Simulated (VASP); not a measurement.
Method: RPBE GGA, VASP's PBE PAW potentials (set 64) (plane waves; VASP).

VASP ran on this input.

File KPOINTS:
```
Regular mesh
0
gamma
  12 12 12
```

**POSCAR**
```
Ge
1
    0.0000000000     2.9050968474     2.9050968474
    2.9050968474     0.0000000000     2.9050968474
    2.9050968474     2.9050968474     0.0000000000
Ge
2
Direct
  0.0000000000   0.0000000000   0.0000000000
  0.2500000000   0.2500000000   0.2500000000
```

### INCAR
```
GGA = RP   ! RPBE
LCHARG = .True.
ISMEAR = -5
LWAVE = .False.
ISIF = 2
NELM = 100   ! most electronic steps
ENCUT = 520   ! plane-wave cut-off (eV)
LMAXMIX = 4
SYSTEM = Ge
EDIFF = 1E-7
LORBIT = 11
ALGO = Normal
NEDOS = 601   ! DOS grid
PREC = Accurate
LASPH = .True.   ! aspherical one-centre terms
LREAL = .False.
```

POTCAR, in this order: Ge_d (PBE.64 set). Program: vasp_std.

**Question.** Predict the energy per atom (σ→0), band gap (on the k-mesh).

**Answer.** 
The energy per atom (σ→0) is -4.183 eV/atom and the band gap (on the k-mesh) is none (metal, semimetal or under 0.01 eV).

### OSZICAR
```
...
DAV:   7    -0.836359018901E+01    0.11603E-01   -0.43488E-02  2726   0.247E+00    0.184E-01
DAV:   8    -0.836659062334E+01   -0.30004E-02   -0.91237E-03  2994   0.145E+00    0.516E-02
DAV:   9    -0.836665250546E+01   -0.61882E-04   -0.52616E-04  3242   0.463E-01    0.267E-02
DAV:  10    -0.836681620141E+01   -0.16370E-03   -0.36948E-04  2686   0.168E-01    0.707E-03
DAV:  11    -0.836682233749E+01   -0.61361E-05   -0.31966E-05  3194   0.103E-01    0.366E-03
DAV:  12    -0.836682382067E+01   -0.14832E-05   -0.40939E-06  2652   0.171E-02    0.490E-04
DAV:  13    -0.836682377692E+01    0.43744E-07   -0.61521E-08  2568   0.258E-03
   1 F= -.83668238E+01 E0= -.83668238E+01  d E =0.000000E+00
```

The compound is Ge in the diamond structure. It was relaxed first, which changed the volume by +8 %.
